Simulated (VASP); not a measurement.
Cs2InAgCl6:

```
CELL_PARAMETERS angstrom
0.00000 5.23450 5.23450
5.23450 0.00000 5.23450
5.23450 5.23450 0.00000
ATOMIC_POSITIONS crystal
Cs 0.25000 0.25000 0.25000
Cs 0.75000 0.75000 0.75000
In 0.00000 0.00000 0.00000
Ag 0.50000 0.50000 0.50000
Cl 0.76021 0.23979 0.23979
Cl 0.23979 0.76021 0.23979
Cl 0.23979 0.76021 0.76021
Cl 0.76021 0.23979 0.76021
Cl 0.23979 0.23979 0.76021
Cl 0.76021 0.76021 0.23979
```

* Program: VASP 6.6.1
* Task: relaxation of cell and atoms
* Functional: PBEsol
* Potentials or basis: VASP PAW PBE potentials, release 64 (Cs_sv, In_d, Ag, Cl)
* Cutoff: 600 eV
* k mesh: 6 × 6 × 6
* Occupations: gaussian, width 0.02 eV
* Spin: no spin polarisation

At the start: pressure -0.3 GPa; volume 28.69 Å³/atom.

Question: How do energy, volume and symmetry change on relaxing?

Answer: Over 6 steps the energy falls by 4.9 meV/atom and the volume is 28.00 Å³/atom (-2.4 %); space group Fm-3m (No. 225, to 0.05 Å).

Step by step:
```
step  energy change (eV)  largest force (eV/Å)  pressure (GPa)  volume (Å³)
   1              0.0000                0.3273           -0.27       286.85
   2             -0.0282                0.2002           -0.26       284.88
   3             -0.0479                0.0340           -0.18       281.29
   4             -0.0479                0.0239           -0.19       281.45
   5             -0.0487                0.0041            0.07       279.49
   6             -0.0488                0.0032            0.00       279.99
```

Final structure:
```
Cs In Ag Cl
1.0
     0.00000    5.19245    5.19245
     5.19245    0.00000    5.19245
     5.19245    5.19245    0.00000
Cs In Ag Cl
2 1 1 6
Cartesian
  2.5962 2.5962 2.5962
  7.7887 7.7887 7.7887
  0.0000 0.0000 0.0000
  5.1924 5.1924 5.1924
  2.5331 5.1924 5.1924
  5.1924 2.5331 5.1924
  7.8518 5.1924 5.1924
  5.1924 7.8518 5.1924
  5.1924 5.1924 2.5331
  5.1924 5.1924 7.8518
```

Caveat: the PAW data sets were made with another functional, which shifts forces and pressure a little.
